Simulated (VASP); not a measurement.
Here is the system:

```xyz
2
Lattice="1.6199 -2.8058 0.0000 1.6199 2.8058 0.0000 0.0000 0.0000 5.1713" Properties=species:S:1:pos:R:3 pbc="T T T"
Zr     1.6199     0.9353     1.2928
Zr     1.6199    -0.9353     3.8785
```

Computed with r2SCAN meta-GGA, VASP's PBE PAW potentials (set 64) (plane waves; VASP). Numerical set-up: 500 eV cut-off, 13×13×7 Γ-centred mesh, first-order Methfessel-Paxton smearing of 0.10 eV, potentials Zr_sv.

Question: Predict the energy per atom (σ→0), band gap (on the k-mesh) with the smallest direct gap where there is one.

Answer: 
| Quantity | Value |
|---|---|
| band gap (on the k-mesh) | none (metal, semimetal or under 0.01 eV) |
| energy per atom (σ→0) | -22.750 eV/atom |

The compound is Zr in the hcp structure. It was relaxed first.
